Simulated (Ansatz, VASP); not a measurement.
## Cross-check of H18C9SNO3F3 (ionic liquid Pyr13+ triflate at 300 K) between VASP and Ansatz

One calculation is typed for both programs; each brings its own data sets. How far apart do they land? Of the first pair: The structure shown is the start of the Ansatz relaxation below; VASP solves that cell, so the two are compared at the walk's first step.

Main program and level: Ansatz 0.2.0; plane waves, with VASP 6.6.1 beside it; single point at PBE with D3(BJ).

In doubt: warnings of the run leave room for a lower electronic state, so energies may not be the lowest and differences between runs may mislead.

## 1. The structure

The cell holds 140 atoms: 36 C, 4 N, 72 H, 12 O, 4 S and 12 F. Cell: a = 11.313 Å, b = 11.313 Å, c = 11.313 Å, α = 90.0°, β = 90.0°, γ = 90.0°. As first built, before any earlier steps moved the atoms (in the runner's words): 4 Pyr13+, 4 triflate placed at random, at 1.27 g/cm^3; overlaps pushed apart, then 10 ps at 700 K with MMFF94 bonds, angles, torsions, charges and radii (Halgren, J. Comput. Chem. 17, 490 (1996)) in harmonic and 12-6 forms; charges of ions scaled by 0.8. Snapshot after 30 ps at 300 K and fixed volume. The cell carries charge −1.

## 2. Ansatz: relaxation, PBE with D3(BJ)

Ansatz runs on its default PAW (the set named soft_2) files.

The two programs are compared at the cell with which this relaxation starts, whose forces are those of its first step.

Contents of input.yaml:

```yaml
crystal:
  lattice:
    - [11.31336, 0.0, 0.0]
    - [0.0, 11.31336, 0.0]
    - [0.0, 0.0, 11.31336]
  atoms:
    - { symbol: C, position: [0.41171, 0.61386, 0.63386] }
    - { symbol: C, position: [0.36699, 0.70344, 0.72441] }
    - { symbol: C, position: [0.23583, 0.68623, 0.74558] }
    - { symbol: "N", position: [0.18497, 0.75643, 0.84846] }
    - { symbol: C, position: [0.24253, 0.72093, 0.96245] }
    - { symbol: C, position: [0.05161, 0.7321, 0.85404] }
    - { symbol: C, position: [0.99418, 0.83822, 0.79575] }
    - { symbol: C, position: [0.07136, 0.93932, 0.84172] }
    - { symbol: C, position: [0.19594, 0.89022, 0.82769] }
    - { symbol: H, position: [0.50755, 0.62327, 0.6237] }
    - { symbol: H, position: [0.36965, 0.62664, 0.54742] }
    - { symbol: H, position: [0.39418, 0.52317, 0.66366] }
    - { symbol: H, position: [0.41677, 0.69216, 0.80671] }
    - { symbol: H, position: [0.38524, 0.79347, 0.69298] }
    - { symbol: H, position: [0.21648, 0.59348, 0.76597] }
    - { symbol: H, position: [0.18439, 0.71198, 0.66729] }
    - { symbol: H, position: [0.33654, 0.7434, 0.95997] }
    - { symbol: H, position: [0.19949, 0.76777, 0.03538] }
    - { symbol: H, position: [0.23249, 0.62512, 0.97224] }
    - { symbol: H, position: [0.02709, 0.72784, 0.94772] }
    - { symbol: H, position: [0.03519, 0.64612, 0.81299] }
    - { symbol: H, position: [0.99894, 0.83231, 0.69885] }
    - { symbol: H, position: [0.90139, 0.84502, 0.82216] }
    - { symbol: H, position: [0.05154, 0.95687, 0.93518] }
    - { symbol: H, position: [0.0608, 0.02236, 0.7932] }
    - { symbol: H, position: [0.26155, 0.92584, 0.88906] }
    - { symbol: H, position: [0.22803, 0.90231, 0.73718] }
    - { symbol: C, position: [0.88295, 0.66572, 0.47972] }
    - { symbol: C, position: [0.78357, 0.75745, 0.48051] }
    - { symbol: C, position: [0.72592, 0.76169, 0.35916] }
    - { symbol: "N", position: [0.63197, 0.85594, 0.34182] }
    - { symbol: C, position: [0.59053, 0.84861, 0.21618] }
    - { symbol: C, position: [0.67982, 0.98065, 0.36734] }
    - { symbol: C, position: [0.6196, 0.01992, 0.48076] }
    - { symbol: C, position: [0.4976, 0.96244, 0.47011] }
    - { symbol: C, position: [0.52654, 0.83914, 0.42533] }
    - { symbol: H, position: [0.95163, 0.68926, 0.41541] }
    - { symbol: H, position: [0.92407, 0.66009, 0.56733] }
    - { symbol: H, position: [0.84896, 0.5778, 0.45685] }
    - { symbol: H, position: [0.7193, 0.7352, 0.5498] }
    - { symbol: H, position: [0.82041, 0.84429, 0.50357] }
    - { symbol: H, position: [0.79265, 0.77845, 0.2906] }
    - { symbol: H, position: [0.68335, 0.67702, 0.33827] }
    - { symbol: H, position: [0.55939, 0.75894, 0.19825] }
    - { symbol: H, position: [0.51776, 0.91095, 0.20348] }
    - { symbol: H, position: [0.6645, 0.86881, 0.15728] }
    - { symbol: H, position: [0.77638, 0.97706, 0.37049] }
    - { symbol: H, position: [0.65319, 0.03757, 0.29372] }
    - { symbol: H, position: [0.66636, 0.98626, 0.55889] }
    - { symbol: H, position: [0.6173, 0.11648, 0.4858] }
    - { symbol: H, position: [0.44232, 0.00982, 0.40586] }
    - { symbol: H, position: [0.44925, 0.95881, 0.55391] }
    - { symbol: H, position: [0.45483, 0.79629, 0.37679] }
    - { symbol: H, position: [0.55564, 0.78191, 0.49753] }
    - { symbol: C, position: [0.85786, 0.12298, 0.08405] }
    - { symbol: C, position: [0.84029, 0.2041, 0.97719] }
    - { symbol: C, position: [0.73924, 0.28923, 0.00167] }
    - { symbol: "N", position: [0.71098, 0.37744, 0.90455] }
    - { symbol: C, position: [0.60296, 0.44503, 0.94149] }
    - { symbol: C, position: [0.68902, 0.31693, 0.78523] }
    - { symbol: C, position: [0.79915, 0.34067, 0.71253] }
    - { symbol: C, position: [0.83176, 0.46639, 0.75033] }
    - { symbol: C, position: [0.8145, 0.46295, 0.88355] }
    - { symbol: H, position: [0.8721, 0.17415, 0.16537] }
    - { symbol: H, position: [0.78055, 0.0662, 0.09832] }
    - { symbol: H, position: [0.93489, 0.06556, 0.07099] }
    - { symbol: H, position: [0.82159, 0.14972, 0.89893] }
    - { symbol: H, position: [0.92327, 0.25122, 0.95948] }
    - { symbol: H, position: [0.75729, 0.3427, 0.08054] }
    - { symbol: H, position: [0.65673, 0.24103, 0.01835] }
    - { symbol: H, position: [0.52664, 0.38553, 0.94201] }
    - { symbol: H, position: [0.61798, 0.48092, 0.0301] }
    - { symbol: H, position: [0.58824, 0.51703, 0.87861] }
    - { symbol: H, position: [0.61164, 0.36014, 0.74596] }
    - { symbol: H, position: [0.6682, 0.22394, 0.8013] }
    - { symbol: H, position: [0.78165, 0.33144, 0.6177] }
    - { symbol: H, position: [0.87063, 0.27927, 0.73608] }
    - { symbol: H, position: [0.92348, 0.48822, 0.72856] }
    - { symbol: H, position: [0.77263, 0.53197, 0.71014] }
    - { symbol: H, position: [0.79226, 0.54797, 0.92393] }
    - { symbol: H, position: [0.89219, 0.42547, 0.92741] }
    - { symbol: C, position: [0.36663, 0.14886, 0.13642] }
    - { symbol: C, position: [0.33083, 0.26949, 0.18606] }
    - { symbol: C, position: [0.20474, 0.26294, 0.23154] }
    - { symbol: "N", position: [0.1549, 0.37677, 0.28227] }
    - { symbol: C, position: [0.14392, 0.46887, 0.18798] }
    - { symbol: C, position: [0.23023, 0.42308, 0.38499] }
    - { symbol: C, position: [0.1423, 0.46045, 0.4791] }
    - { symbol: C, position: [0.04687, 0.36543, 0.46878] }
    - { symbol: C, position: [0.03211, 0.35175, 0.33594] }
    - { symbol: H, position: [0.35495, 0.07793, 0.20174] }
    - { symbol: H, position: [0.45982, 0.15024, 0.10997] }
    - { symbol: H, position: [0.31297, 0.12637, 0.05878] }
    - { symbol: H, position: [0.33798, 0.33566, 0.11544] }
    - { symbol: H, position: [0.39248, 0.29455, 0.25665] }
    - { symbol: H, position: [0.14482, 0.23748, 0.15964] }
    - { symbol: H, position: [0.19752, 0.19768, 0.30286] }
    - { symbol: H, position: [0.23055, 0.48346, 0.14777] }
    - { symbol: H, position: [0.08295, 0.43577, 0.12051] }
    - { symbol: H, position: [0.11117, 0.5511, 0.22726] }
    - { symbol: H, position: [0.28478, 0.34917, 0.41556] }
    - { symbol: H, position: [0.28772, 0.49354, 0.35232] }
    - { symbol: H, position: [0.1073, 0.54879, 0.45953] }
    - { symbol: H, position: [0.18311, 0.46312, 0.56679] }
    - { symbol: H, position: [0.07679, 0.28252, 0.50958] }
    - { symbol: H, position: [0.96277, 0.38965, 0.50976] }
    - { symbol: H, position: [0.97049, 0.41714, 0.30004] }
    - { symbol: H, position: [0.00366, 0.26398, 0.30733] }
    - { symbol: O, position: [0.11704, 0.41841, 0.78435] }
    - { symbol: S, position: [0.1942, 0.35019, 0.86325] }
    - { symbol: O, position: [0.29264, 0.41745, 0.91414] }
    - { symbol: O, position: [0.13209, 0.27165, 0.94531] }
    - { symbol: C, position: [0.27023, 0.24496, 0.75955] }
    - { symbol: F, position: [0.19092, 0.17904, 0.69863] }
    - { symbol: F, position: [0.34212, 0.16999, 0.81871] }
    - { symbol: F, position: [0.33713, 0.30369, 0.67949] }
    - { symbol: O, position: [0.54435, 0.74845, 0.96243] }
    - { symbol: S, position: [0.65026, 0.78366, 0.89668] }
    - { symbol: O, position: [0.75745, 0.79629, 0.9683] }
    - { symbol: O, position: [0.66676, 0.72448, 0.78268] }
    - { symbol: C, position: [0.61625, 0.94022, 0.85315] }
    - { symbol: F, position: [0.51695, 0.94768, 0.78696] }
    - { symbol: F, position: [0.70581, 0.98779, 0.78869] }
    - { symbol: F, position: [0.6004, 0.00992, 0.9493] }
    - { symbol: O, position: [0.76974, 0.27635, 0.41764] }
    - { symbol: S, position: [0.69492, 0.33531, 0.32993] }
    - { symbol: O, position: [0.75335, 0.42933, 0.26215] }
    - { symbol: O, position: [0.6184, 0.25677, 0.26131] }
    - { symbol: C, position: [0.5875, 0.41995, 0.42351] }
    - { symbol: F, position: [0.6446, 0.49071, 0.50153] }
    - { symbol: F, position: [0.51697, 0.34658, 0.48651] }
    - { symbol: F, position: [0.51696, 0.48997, 0.35657] }
    - { symbol: O, position: [0.09348, 0.7515, 0.25939] }
    - { symbol: S, position: [0.19008, 0.81146, 0.3217] }
    - { symbol: O, position: [0.23388, 0.75021, 0.42715] }
    - { symbol: O, position: [0.28144, 0.86233, 0.2455] }
    - { symbol: C, position: [0.11531, 0.94539, 0.38584] }
    - { symbol: F, position: [0.19457, 0.0189, 0.43802] }
    - { symbol: F, position: [0.03481, 0.91525, 0.46939] }
    - { symbol: F, position: [0.05775, 0.00819, 0.30172] }
total_charge: -1
kpoints:
  mp_grid: { grid: [1, 1, 1] }
hamiltonian:
  xc: pbe
  dispersion: d3bj
scf:
  occupations: { method: fermi_dirac, width: 0.01 }
  lower_state_search: "off"
output:
  forces: true
magnetization:
  spin_polarized: true
  initial_magnetization: 1
relax:
  f_tol: 0.05
  max_steps: 90
```

The run is started by

```bash
ansatz run input.yaml --threads 4 --pin off --max-ram 8192MiB --backend cpu --events-out ev --progress --plain --runs-dir out
```

Numbers of over 12 decimals in the logs are rounded to 6 here.

Output:

```text
Engine: ansatz 0.2.0, aarch64-unknown-linux-gnu
Pseudopotentials: kind: paw
Pseudopotential: C, paw, valence charge 4, recommended cutoff 420 eV (normal), C.paw.azcp
Pseudopotential: N, paw, valence charge 5, recommended cutoff 420 eV (normal), N.paw.azcp
Pseudopotential: H, paw, valence charge 1, recommended cutoff 420 eV (normal), H.paw.azcp
Pseudopotential: O, paw, valence charge 6, recommended cutoff 420 eV (normal), O.paw.azcp
Pseudopotential: S, paw, valence charge 6, recommended cutoff 420 eV (normal), S.paw.azcp
Pseudopotential: F, paw, valence charge 7, recommended cutoff 420 eV (normal), F.paw.azcp
Functional definition: PBE
  parameter kappa = 0.804
  parameter beta = 0.066725
  exchange = pbe_x(kappa = kappa, mu = beta*pi^2/3)
  correlation = pbe_c(beta = beta)
Crystal: 140 atoms, lattice volume = 1448.021 Å³
Basis set: ecut = 420 eV, 28353 PW (Γ), exchange–correlation on 160×160×160 points (8 copies of the dense FFT grid, shifted against one another)
Bands: 349, of which v1, the nominal top of the filled ones, is band 209 counted from 1 (208 counted from 0)
Symmetry: 1 space group operations
Space group: P1 (ITA 1), of the structure as read, at distance tolerance 1.1e-4 Å
Magnetic group: BNS 1.1 (UNI 1), of the structure as read, at distance tolerance 1.1e-4 Å
k-points: 1
Non-local potential: C, projectors of the file, l = 0: 2, l = 1: 2, l = 2: 1
Non-local potential: N, projectors of the file, l = 0: 2, l = 1: 2, l = 2: 1
Non-local potential: H, projectors of the file, l = 0: 2, l = 1: 1
Non-local potential: O, projectors of the file, l = 0: 2, l = 1: 2, l = 2: 1
Non-local potential: S, projectors of the file, l = 0: 2, l = 1: 2, l = 2: 2
Non-local potential: F, projectors of the file, l = 0: 2, l = 1: 2, l = 2: 1
PAW form: soft (Blöchl's): semilocal exchange-correlation on the pseudo side does not see the compensation charge
PAW one-centre angular grid: C, 110 points (default); XC on 64 Gauss nodes
PAW one-centre angular grid: N, 110 points (default); XC on 64 Gauss nodes
PAW one-centre angular grid: H, 110 points (default); XC on 64 Gauss nodes
PAW one-centre angular grid: O, 110 points (default); XC on 64 Gauss nodes
PAW one-centre angular grid: S, 110 points (default); XC on 64 Gauss nodes
PAW one-centre angular grid: F, 110 points (default); XC on 64 Gauss nodes
Starting moments: Σ|m| = 1 μB on 140 of 140 sites
Initial wavefunctions: pseudopotential atomic-orbital guess
Functional: x = pbe(κ = 0.804, μ = 0.219515), c = pbe(β = 0.066725)
SCF iter   1: F=—  HF=-31902.158745 eV  |F-HF|=—  |Δ(HF+E_count)|=         —  Δρ=6.09e-2 (↑6.06e-2 ↓6.09e-2)  dr2=2.12e2  dr2_m=1.19e-2  M=1.000 μB ∫|m|=1.008 μB  β_m=1.00  ethr=3.10e-3  ⟨swp⟩=5.0  Hψ=2950  notcnv=0  defer=190
preconditioner: auto → Resta (q_TF=auto, 2.217 Å⁻¹)  ε∞=2.6  [insulator: Δε(μ)=0.030 eV  Ē_g=14.190 eV  σ=0.010 eV  W_gap=0.63  n_scr=250 (ndim 8)  ℏωp=17.7 eV  f_vac=0.146  D(μ)=29.94/eV (n_scr^D=178)  ε∞_Penn≈2.6]
spin=Collinear: Resta preconditioning applied to the charge; magnetization (m = ρ↑ − ρ↓) channel mixes plain (no charge-response kernel on spin).
SCF iter   2: F=—  HF=-31857.175366 eV  |F-HF|=—  |Δ(HF+E_count)|=         —  Δρ=3.63e-2 (↑3.62e-2 ↓3.63e-2)  dr2=6.92e1  dr2_m=8.30e-3  M=0.645 μB ∫|m|=0.697 μB  β_m=0.30  ethr=3.10e-3  ⟨swp⟩=3.0  Hψ=1244  notcnv=0  defer=264
Mixer restart at iter 2: flushing history
SCF iter   3: F=—  HF=-31843.940082 eV  |F-HF|=—  |Δ(HF+E_count)|=    1.32e1  Δρ=2.46e-2 (↑2.45e-2 ↓2.46e-2)  dr2=2.88e1  dr2_m=4.76e-3  M=0.601 μB ∫|m|=0.645 μB  β_m=0.30  ethr=3.10e-3  ⟨swp⟩=3.5  Hψ=1193  notcnv=0  defer=259
SCF iter   4: F=—  HF=-31835.237158 eV  |F-HF|=—  |Δ(HF+E_count)|=    8.70e0  Δρ=8.25e-3 (↑8.25e-3 ↓8.23e-3)  dr2=2.36e0  dr2_m=2.77e-3  M=0.472 μB ∫|m|=0.512 μB  β_m=0.30  ethr=3.10e-3  ⟨swp⟩=3.0  Hψ=1392  notcnv=0  defer=262
SCF iter   5: F=—  HF=-31834.908747 eV  |F-HF|=—  |Δ(HF+E_count)|=   3.28e-1  Δρ=2.52e-3 (↑2.52e-3 ↓2.37e-3)  dr2=2.55e-1  dr2_m=1.58e-3  M=0.327 μB ∫|m|=0.367 μB  β_m=0.30  ethr=5.66e-4  ⟨swp⟩=2.5  Hψ=985  notcnv=0  defer=262
SCF iter   6: F=—  HF=-31834.964312 eV  |F-HF|=—  |Δ(HF+E_count)|=   5.56e-2  Δρ=1.16e-3 (↑1.16e-3 ↓1.05e-3)  dr2=4.79e-2  dr2_m=1.08e-3  M=0.181 μB ∫|m|=0.216 μB  β_m=0.30  ethr=6.13e-5  ⟨swp⟩=3.0  Hψ=952  notcnv=0  defer=262
SCF iter   7: F=—  HF=-31834.993525 eV  |F-HF|=—  |Δ(HF+E_count)|=   2.92e-2  Δρ=6.73e-4 (↑6.73e-4 ↓6.48e-4)  dr2=1.69e-2  dr2_m=7.62e-4  M=0.083 μB ∫|m|=0.115 μB  β_m=0.30  ethr=1.15e-5  ⟨swp⟩=4.0  Hψ=965  notcnv=0  defer=262
SCF iter   8: F=—  HF=-31835.011976 eV  |F-HF|=—  |Δ(HF+E_count)|=   1.85e-2  Δρ=3.00e-4 (↑2.13e-4 ↓3.00e-4)  dr2=1.20e-3  dr2_m=6.04e-4  M=-0.016 μB ∫|m|=0.045 μB  β_m=0.30  ethr=4.06e-6  ⟨swp⟩=3.5  Hψ=911  notcnv=0  defer=262
[...]
- { symbol: C, position: [0.620939, 0.021603, 0.476639] }
    - { symbol: C, position: [0.500804, 0.960516, 0.467338] }
    - { symbol: C, position: [0.533026, 0.837084, 0.425501] }
    - { symbol: H, position: [0.955838, 0.685949, 0.410176] }
    - { symbol: H, position: [0.933851, 0.661694, 0.563458] }
    - { symbol: H, position: [0.854197, 0.576345, 0.458271] }
    - { symbol: H, position: [0.726070, 0.734586, 0.548114] }
    - { symbol: H, position: [0.827584, 0.843563, 0.502696] }
    - { symbol: H, position: [0.799801, 0.781247, 0.289656] }
    - { symbol: H, position: [0.692298, 0.677093, 0.334909] }
    - { symbol: H, position: [0.563869, 0.756114, 0.199269] }
    - { symbol: H, position: [0.521881, 0.907902, 0.203168] }
    - { symbol: H, position: [0.668536, 0.866067, 0.156352] }
    - { symbol: H, position: [0.780327, 0.978369, 0.370787] }
    - { symbol: H, position: [0.657901, 0.035463, 0.289636] }
    - { symbol: H, position: [0.668553, 0.992332, 0.556123] }
    - { symbol: H, position: [0.615642, 0.118219, 0.478863] }
    - { symbol: H, position: [0.444150, 0.00494019, 0.402331] }
    - { symbol: H, position: [0.452104, 0.957738, 0.551278] }
    - { symbol: H, position: [0.462497, 0.790913, 0.378116] }
    - { symbol: H, position: [0.564084, 0.782689, 0.499061] }
    - { symbol: C, position: [0.856230, 0.132043, 0.082544] }
    - { symbol: C, position: [0.839326, 0.212824, 0.975401] }
    - { symbol: C, position: [0.736473, 0.296226, -0.00228786] }
    - { symbol: N, position: [0.708898, 0.383286, 0.899452] }
    - { symbol: C, position: [0.599644, 0.449949, 0.934040] }
    - { symbol: C, position: [0.689114, 0.321640, 0.780277] }
    - { symbol: C, position: [0.798757, 0.347844, 0.707703] }
    - { symbol: C, position: [0.829977, 0.473663, 0.746425] }
    - { symbol: C, position: [0.811885, 0.469608, 0.879508] }
    - { symbol: H, position: [0.870169, 0.183255, 0.163814] }
    - { symbol: H, position: [0.778789, 0.075354, 0.096674] }
    - { symbol: H, position: [0.933186, 0.074361, 0.070010] }
    - { symbol: H, position: [0.823331, 0.158179, 0.896645] }
    - { symbol: H, position: [0.921924, 0.261134, 0.959249] }
    - { symbol: H, position: [0.752033, 0.350417, 0.076563] }
[...]
- { symbol: C, position: [0.362911, 0.138719, 0.144469] }
    - { symbol: C, position: [0.326436, 0.260221, 0.191246] }
    - { symbol: C, position: [0.201066, 0.253539, 0.238620] }
    - { symbol: N, position: [0.152059, 0.367443, 0.289161] }
    - { symbol: C, position: [0.141496, 0.459594, 0.194925] }
    - { symbol: C, position: [0.228033, 0.412741, 0.391576] }
    - { symbol: C, position: [0.140913, 0.454774, 0.484345] }
    - { symbol: C, position: [0.042110, 0.363282, 0.475252] }
    - { symbol: C, position: [0.029092, 0.343759, 0.342977] }
[...]
- { symbol: H, position: [0.279439, 0.337141, 0.423959] }
    - { symbol: H, position: [0.288129, 0.480710, 0.358264] }
    - { symbol: H, position: [0.110008, 0.544246, 0.463544] }
    - { symbol: H, position: [0.181313, 0.456727, 0.572334] }
    - { symbol: H, position: [0.067407, 0.280879, 0.520303] }
    - { symbol: H, position: [0.958314, 0.392671, 0.513266] }
    - { symbol: H, position: [0.967253, 0.406442, 0.302991] }
    - { symbol: H, position: [0.00186358, 0.254071, 0.318828] }
    - { symbol: O, position: [0.119019, 0.416967, 0.788814] }
    - { symbol: S, position: [0.195285, 0.354827, 0.873533] }
    - { symbol: O, position: [0.286933, 0.428646, 0.928492] }
    - { symbol: O, position: [0.133570, 0.273972, 0.953619] }
    - { symbol: C, position: [0.284583, 0.252919, 0.777620] }
    - { symbol: F, position: [0.214693, 0.179018, 0.715028] }
    - { symbol: F, position: [0.359083, 0.186784, 0.844100] }
    - { symbol: F, position: [0.351309, 0.315162, 0.699718] }
    - { symbol: O, position: [0.540260, 0.746253, 0.964335] }
    - { symbol: S, position: [0.646125, 0.780033, 0.897731] }
    - { symbol: O, position: [0.754644, 0.787340, 0.968113] }
    - { symbol: O, position: [0.659205, 0.723483, 0.781854] }
    - { symbol: C, position: [0.615597, 0.938319, 0.858687] }
    - { symbol: F, position: [0.516170, 0.948958, 0.793201] }
    - { symbol: F, position: [0.705980, 0.985688, 0.795602] }
    - { symbol: F, position: [0.601139, 0.00503587, 0.957319] }
    - { symbol: O, position: [0.764807, 0.286359, 0.414182] }
    - { symbol: S, position: [0.691678, 0.345348, 0.325133] }
    - { symbol: O, position: [0.751404, 0.439171, 0.258047] }
    - { symbol: O, position: [0.615470, 0.267267, 0.255670] }
    - { symbol: C, position: [0.583725, 0.430789, 0.417297] }
    - { symbol: F, position: [0.640779, 0.502116, 0.495049] }
    - { symbol: F, position: [0.512892, 0.358069, 0.480558] }
    - { symbol: F, position: [0.513699, 0.500514, 0.349462] }
    - { symbol: O, position: [0.101108, 0.737333, 0.239953] }
    - { symbol: S, position: [0.197358, 0.791788, 0.308008] }
    - { symbol: O, position: [0.229915, 0.729587, 0.417044] }
    - { symbol: O, position: [0.297041, 0.835553, 0.237722] }
    - { symbol: C, position: [0.126648, 0.930767, 0.363869] }
    - { symbol: F, position: [0.206125, -0.000258897, 0.421471] }
    - { symbol: F, position: [0.037260, 0.907042, 0.439768] }
    - { symbol: F, position: [0.081326, -0.00532313, 0.273000] }
```

(Continued in part 2 of 3.)

[Lines on the potential files, build, host, timing and source positions are cut from VASP's logs without a mark.]

[Logs are printed without paths, hosts, clocks, repeated set-up lines and the standing remarks that a program may print on its own settings, such as how far it seeks lower states.]

[Hosts, paths, dates, database ids (printed as entryN), source tags and the programs' standing remarks are cut or masked in the printed files.]

[The MMFF94 radii named for the starting cell were scaled by 0.96; in molecules described by MMFF94, hydrogen bound to N, O or S took a small fixed 12-6 site in their place.]
